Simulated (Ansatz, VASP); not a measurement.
# CaMn2Bi2: VASP beside Ansatz, part 2 of 2

One calculation is typed for both programs; each brings its own data sets. How far apart do they land? The cell is taken from a series of VASP runs on this material, whose earlier steps may have relaxed, scaled or displaced it; both programs get it as it stands. Valence electrons are named where the data sets of a main pair hold unlike numbers.

VASP 6.6.1 and Ansatz 0.2.0.

So far. Step 2 (Ansatz: single point, HSE06): The run ends at a pressure of 1.62 GPa, with forces up to 0.31 eV/Å.

### Step 3. VASP: single point, HSE06

Level of this step: HSE06, spin-polarised from a ferromagnetic start; plane waves and PAW (Bi_d, Mn_pv, Ca_sv) (VASP).

The same cell, functional, mesh and smearing now go to VASP, with its own data sets.

Lines of VASP's logs that name or quote its potential files are left out, and so is its time.

The run reads the wave functions of an earlier VASP run, which isn't shown here.

The input, INCAR:

```
SYSTEM = CaMn2Bi2
PREC = Accurate
ENCUT = 400
EDIFF = 1E-07
NELM = 200
ISMEAR = 1
SIGMA = 0.15
LREAL = .FALSE.
ALGO = Normal
LHFCALC = .TRUE.
AEXX = 0.25
GGA = PE
HFSCREEN = 0.2
LASPH = .TRUE.
NBANDS = 49
ISPIN = 2
MAGMOM = 0 0 4.8 4.8 0
LMAXMIX = 4
PRECFOCK = Fast
LORBIT = 11
LWAVE = .FALSE.
LCHARG = .FALSE.
KPAR = 8
```

The input, POSCAR:

```
CaMn2Bi2
1.0
    4.6263818529      0.0000000000      0.0000000000
   -2.3131909265      4.0065642123      0.0000000000
    0.0000000000      0.0000000000      7.7287920000
Bi Mn Ca
2 2 1
Direct
    0.3333333333      0.6666666667      0.7511910000
    0.6666666667      0.3333333333      0.2488090000
    0.3333333333      0.6666666667      0.3792650000
    0.6666666667      0.3333333333      0.6207350000
    0.0000000000      0.0000000000      0.0000000000
```

The input, KPOINTS:

```
Automatic mesh
0
Gamma
5 5 3
0 0 0
```

PAW data sets: Bi_d, Mn_pv and Ca_sv (PBE family, release 64).

Started as:

```console
mpirun -np 8 vasp_std
```

Numbers of over 12 decimals in the logs are rounded to 6 here.

The program printed:

```text
[banner, memory and clock lines left out]
running    8 mpi-ranks, on    1 nodes
 distrk:  each k-point on    1 cores,    8 groups
 distr:  one band on    1 cores,    1 groups

 POSCAR found type information on POSCAR BiMnCa
 POSCAR found :  3 types and       5 ions
|                                                                             |
|           W    W    AA    RRRRR   N    N  II  N    N   GGGG   !!!           |
|           W    W   A  A   R    R  NN   N  II  NN   N  G    G  !!!           |
|           W    W  A    A  R    R  N N  N  II  N N  N  G       !!!           |
|           W WW W  AAAAAA  RRRRR   N  N N  II  N  N N  G  GGG   !            |
|           WW  WW  A    A  R   R   N   NN  II  N   NN  G    G                |
|           W    W  A    A  R    R  N    N  II  N    N   GGGG   !!!           |
|                                                                             |
|     For optimal performance we recommend to set                             |
|       NCORE = 2 up to number-of-cores-per-socket                            |
|     NCORE specifies how many cores store one orbital (NPAR=cpu/NCORE).      |
|     This setting can greatly improve the performance of VASP for DFT.       |
|     The default, NCORE=1 might be grossly inefficient on modern             |
|     multi-core architectures or massively parallel machines. Do your        |
|     Unfortunately you need to use the default for GW and RPA                |
|     calculations (for HF NCORE is supported but not extensively tested      |
|     yet).                                                                   |
|                                                                             |

 LDA part: xc-table for (Slater+PW92), standard interpolation
 found WAVECAR, reading the header
 POSCAR, INCAR and KPOINTS ok, starting setup
 FFT: planning ... GRIDC
 FFT: planning ... GRID_SOFT
 FFT: planning ... GRID
 reading WAVECAR
 the WAVECAR file was read successfully
 initial charge from wavefunction
 entering main loop
       N       E                     dE             d eps       ncg     rms          rms(c)
DAV:   1    -0.390188408646E+02   -0.39019E+02   -0.20342E+00  2858   0.122E+01    0.543E+00
DAV:   2    -0.392172882349E+02   -0.19845E+00   -0.70632E-01  2855   0.544E+00    0.389E+00
DAV:   3    -0.392229563764E+02   -0.56681E-02   -0.14770E-01  2990   0.207E+00    0.197E+00
DAV:   4    -0.392250674512E+02   -0.21111E-02   -0.19686E-02  3334   0.683E-01    0.103E+00
DAV:   5    -0.392256451381E+02   -0.57769E-03   -0.35497E-03  2856   0.335E-01    0.574E-01
DAV:   6    -0.392260138395E+02   -0.36870E-03   -0.78499E-04  2943   0.152E-01    0.338E-01
DAV:   7    -0.392260999641E+02   -0.86125E-04   -0.20072E-04  2817   0.819E-02    0.203E-01
DAV:   8    -0.392261663421E+02   -0.66378E-04   -0.69585E-05  2774   0.427E-02    0.116E-01
DAV:   9    -0.392261858146E+02   -0.19473E-04   -0.18252E-05  2916   0.236E-02    0.703E-02
DAV:  10    -0.392261987654E+02   -0.12951E-04   -0.77518E-06  2857   0.123E-02    0.405E-02
DAV:  11    -0.392262037059E+02   -0.49406E-05   -0.23058E-06  2756   0.734E-03    0.246E-02
DAV:  12    -0.392262066578E+02   -0.29519E-05   -0.11236E-06  2466   0.422E-03    0.143E-02
DAV:  13    -0.392262080736E+02   -0.14157E-05   -0.36740E-07  2340   0.286E-03    0.872E-03
DAV:  14    -0.392262088574E+02   -0.78386E-06   -0.19723E-07  2123   0.187E-03    0.508E-03
DAV:  15    -0.392262092963E+02   -0.43888E-06   -0.73312E-08  2013   0.132E-03    0.312E-03
DAV:  16    -0.392262095172E+02   -0.22092E-06   -0.43823E-08  1861   0.933E-04    0.184E-03
DAV:  17    -0.392262096619E+02   -0.14469E-06   -0.18617E-08  1655   0.651E-04    0.114E-03
DAV:  18    -0.392262097326E+02   -0.70653E-07   -0.11225E-08  1523   0.470E-04
   1 F= -.39226210E+02 E0= -.39226072E+02  d E =-.414012E-03  mag=     9.9455
```

Parts of OUTCAR (step 3):

```text
ion  position               nearest neighbor table
   1  0.333  0.667  0.751-   4 2.86   4 2.86   4 2.86   3 2.87   5 3.29   5 3.29   5 3.29
   2  0.667  0.333  0.249-   3 2.86   3 2.86   3 2.86   4 2.87   5 3.29   5 3.29   5 3.29
   3  0.333  0.667  0.379-   2 2.86   2 2.86   2 2.86   1 2.87
   4  0.667  0.333  0.621-   1 2.86   1 2.86   1 2.86   2 2.87
   5  0.000  0.000  0.000-   1 3.29   2 3.29   2 3.29   1 3.29   2 3.29   1 3.29

  LATTYP: Found a hexagonal cell.
 ALAT       =     4.6263818529
 C/A-ratio  =     1.6705910246

 Subroutine GETGRP returns: Found 12 space group operations
 (whereof 12 operations were pure point group operations)

The static configuration has the point symmetry D_3d.

 Found     12 irreducible k-points:

   k-points           NKPTS =     12   k-points in BZ     NKDIM =     75   number of bands    NBANDS=     49

   dimension x,y,z NGX =    30 NGY =   30 NGZ =   50
   dimension x,y,z NGXF=    60 NGYF=   60 NGZF=  100

   ENCUT  =  400.0 eV  29.40 Ry    5.42 a.u.   7.54  7.54 12.60*2*pi/ulx,y,z

   NELECT =      66.0000    total number of electrons

 k-points in reciprocal lattice and weights: Automatic mesh
   0.00000000  0.00000000  0.00000000       0.013
   0.20000000 -0.00000000  0.00000000       0.080
   0.40000000  0.00000000  0.00000000       0.080
   0.20000000  0.20000000  0.00000000       0.080
   0.40000000  0.20000000  0.00000000       0.080
   0.00000000  0.00000000  0.33333333       0.027
   0.20000000 -0.00000000  0.33333333       0.080
   0.00000000  0.20000000  0.33333333       0.080
   0.40000000  0.00000000  0.33333333       0.080
   0.00000000  0.40000000  0.33333333       0.080
   0.20000000  0.20000000  0.33333333       0.160
   0.40000000  0.20000000  0.33333333       0.160

  exchange ACFDT corr.  =         0.00000000  see jH, gK, PRB 81, 115126

 average (electrostatic) potential at core
       1 -98.6872       2 -98.6872       3 -63.6040       4 -63.6040       5 -40.3691

 E-fermi :   5.8337

 spin component 1
 k-point     1 :       0.0000    0.0000    0.0000
  band No.  band energies     occupation
    ...
     32      -0.2026      1.00000
     33       0.0576      1.00000
     34       4.3815      1.00000
     35       4.3815      1.00000
     36       5.6650      1.03370
     37       5.9997     -0.03294
     38       5.9997     -0.03294
     39       6.1104     -0.01277
     40       6.7691     -0.00000
     41       7.8379     -0.00000
    ...

 k-point     2 :       0.2000   -0.0000    0.0000
  band No.  band energies     occupation
    ...
     34       2.5497      1.00000
     35       3.4777      1.00000
     36       3.9086      1.00000
     37       5.0485      1.00000
     38       5.2439      1.00000
     39       7.3379     -0.00000
     40       7.4419     -0.00000
     41       8.5353     -0.00000
     42       8.8195     -0.00000
     43       8.8838      0.00000
    ...

 k-point     3 :       0.4000    0.0000    0.0000
  band No.  band energies     occupation
    ...
     34       1.4792      1.00000
     35       1.8914      1.00000
     36       3.2006      1.00000
     37       3.5886      1.00000
     38       4.5367      1.00000
     39       6.8296     -0.00000
     40       7.8852     -0.00000
     41       8.5769     -0.00000
     42       9.2843      0.00000
     43       9.3483      0.00000
    ...

 k-point     4 :       0.2000    0.2000    0.0000
  band No.  band energies     occupation
    ...
     34       1.4111      1.00000
     35       2.0471      1.00000
     36       2.7912      1.00000
     37       3.8293      1.00000
     38       4.4733      1.00000
     39       7.8102     -0.00000
     40       8.6116     -0.00000
     41       8.6521     -0.00000
     42       8.7070     -0.00000
     43       9.3766      0.00000
    ...

 k-point     5 :       0.4000    0.2000    0.0000
  band No.  band energies     occupation
    ...
     34       1.3020      1.00000
     35       1.8650      1.00000
     36       2.3398      1.00000
     37       3.1156      1.00000
     38       3.7468      1.00000
     39       7.8485     -0.00000
     40       8.3287     -0.00000
     41       8.5132     -0.00000
     42       8.8997      0.00000
     43       9.6177      0.00000
    ...

 k-point     6 :       0.0000    0.0000    0.3333
  band No.  band energies     occupation
    ...
     34       3.7478      1.00000
     35       4.6773      1.00000
     36       4.6773      1.00000
     37       5.4385      1.00062
     38       5.4385      1.00062
     39       6.6817     -0.00000
     40       7.2419     -0.00000
     41       8.3715     -0.00000
     42       8.3715     -0.00000
     43       8.9214      0.00000
    ...

  energy-cutoff  :      400.00
  volume of cell :      143.26
      direct lattice vectors                 reciprocal lattice vectors
     4.626381853  0.000000000  0.000000000     0.216151635  0.124795204  0.000000000
    -2.313190926  4.006564212  0.000000000     0.000000000  0.249590409  0.000000000
     0.000000000  0.000000000  7.728792000     0.000000000  0.000000000  0.129386326

 POSITION                                       TOTAL-FORCE (eV/Angst)
 -----------------------------------------------------------------------------------
     -0.00000      2.67104      5.80580        -0.000000      0.000000      0.312921
      2.31319      1.33552      1.92299        -0.000000     -0.000000     -0.312921
     -0.00000      2.67104      2.93126         0.000000      0.000000     -0.137052
      2.31319      1.33552      4.79753        -0.000000     -0.000000      0.137052
      0.00000      0.00000      0.00000         0.000000     -0.000000      0.000000
 -----------------------------------------------------------------------------------
    total drift:                                0.000000     -0.000000      0.000000

  FREE ENERGIE OF THE ION-ELECTRON SYSTEM (eV)
  ---------------------------------------------------
  free  energy   TOTEN  =       -39.2262097326 eV

  energy  without entropy=      -39.2257957203  energy(sigma->0) =      -39.22607173

 total charge
# of ion       s       p       d       tot
------------------------------------------
    1        1.451   1.822   9.881  13.154
    2        1.451   1.822   9.881  13.154
    3        0.275   6.189   4.826  11.291
    4        0.275   6.189   4.826  11.291
    5        2.030   5.844   0.194   8.068
--------------------------------------------------
tot          5.484  21.866  29.607  56.958

 magnetization (x)
# of ion       s       p       d       tot
------------------------------------------
    1        0.006  -0.019   0.012  -0.001
    2        0.006  -0.019   0.012  -0.001
    3        0.047   0.051   4.413   4.511
    4        0.047   0.051   4.413   4.511
    5        0.003   0.001   0.029   0.033
--------------------------------------------------
tot          0.110   0.064   8.880   9.053

[... 6 further parts left out ...]
```

The magnetic state follows from one typed start and may not be the lowest.

### Step 4. Comparison

Known differences besides the potentials themselves: exact exchange at q = 0 is treated differently, which shows on coarse meshes; VASP keeps PBE cores, Ansatz makes them for the functional; the data sets hold 70 valence electrons in Ansatz (on its default PAW (the set named soft_2) files) and 66 in VASP; the cutoff is 420 eV in Ansatz and 400 eV in VASP; VASP takes a coarser grid for exact exchange (PRECFOCK = Fast); site moments are counted in spheres of each program's own size. Total energies have different zeros and are not compared.

The two programs side by side:

```csv
quantity,Ansatz,VASP,difference
total moment (μB),9.95,9.95,0.00
moment on Mn4 (μB),4.58,4.51,+0.07
moment on Mn3 (μB),4.58,4.51,+0.07
moment on Ca5 (μB),0.05,0.03,+0.02
```

Forces (eV/Å; atoms numbered as in POSCAR):

```csv
atom,"Ansatz x, y, z","VASP x, y, z"
Bi1,"0.000, 0.000, 0.312","0.000, 0.000, 0.313"
Bi2,"0.000, 0.000, -0.312","0.000, 0.000, -0.313"
Mn3,"0.000, 0.000, -0.137","0.000, 0.000, -0.137"
Mn4,"0.000, 0.000, 0.137","0.000, 0.000, 0.137"
Ca5,"0.000, 0.000, 0.000","0.000, 0.000, 0.000"
```

The forces differ by 0.3 meV/Å r.m.s., which is 0.2 % of the r.m.s. force of 0.125 eV/Å (both taken over all components).

### Step 5. What came out

```yaml
r_m_s_force_difference_single_point_hse06: 0.3 meV/Å
```

**Reading.** The r.m.s. force difference is 0.3 meV/Å (single point, HSE06), within the 12 meV/Å picked in this series as the mark of a large difference. The data sets hold unlike numbers of valence electrons (70 in Ansatz and 66 in VASP), so part of the differences comes from the potentials. Such differences can come from data sets, numerical settings and the points named under the comparisons, not from the functional's error against experiment.

[Lines on the potential files, build, host, timing and source positions are cut from VASP's logs without a mark.]

[Logs are printed without paths, hosts, clocks, repeated set-up lines and the standing remarks that a program may print on its own settings, such as how far it seeks lower states.]

[Hosts, paths, dates, database ids (printed as entryN), source tags and the programs' standing remarks are cut or masked in the printed files.]
